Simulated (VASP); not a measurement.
Energy against volume of Li₂S (antifluorite). Computed with TPSS meta-GGA, VASP's PBE PAW potentials (set 64) (plane waves; VASP 6.6.1). Settings: 520 eV cut-off, 7×7×7 Γ-centred mesh, Gaussian smearing of 0.050 eV, potentials Li_sv S.

```csv
V (Å³/atom),E (eV/atom)
14.662,-6.26993
15.115,-6.27492
15.569,-6.27580
16.022,-6.27331
```

Question: Fit these four points and predict the energy of the run at 14.208 Å³/atom.

Answer: A cubic in V^(−2/3), the third-order Birch-Murnaghan form, passes through the four points with V0 = 15.45 Å³/atom and B0 = 43 GPa, and gives -6.2599 eV/atom there. The run gave -6.2602 eV/atom, -0.3 meV/atom from the fit; all five points give B0 = 43 GPa.

The compound is Li2S in the antifluorite structure. It was relaxed first.
